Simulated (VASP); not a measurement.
Data:

```xyz
8
Lattice="4.6121 0.0000 0.0000 0.0000 4.6121 0.0000 0.0000 0.0000 4.6121" Properties=species:S:1:pos:R:3 pbc="T T T"
Si     0.7472     1.5589     3.0532
Si     3.0532     0.7472     1.5589
Si     3.8649     3.8649     3.8649
Si     1.5589     3.0532     0.7472
Ru     4.0218     2.8964     1.7157
Ru     1.7157     4.0218     2.8964
Ru     0.5904     0.5904     0.5904
Ru     2.8964     1.7157     4.0218
```

All values below come from PBE GGA, VASP's PBE PAW potentials (set 64) (plane waves; VASP). Settings: 300 eV cut-off, 4×4×4 Γ-centred mesh, Gaussian smearing of 0.050 eV, potentials Si Ru_pv.

At this cut-off the stress carries a Pulay error, which pulls relaxed volumes low.

Estimate the energy per atom (σ→0), pressure, largest force.

- energy per atom (σ→0): -7.885 eV/atom
- pressure: 229.7 kbar
- largest force: 0.733 eV/Å

Total energies compare only between runs with the same potentials, cut-off and functional.

The structure is a typed RuSi crystal. The cell was not relaxed at this level.
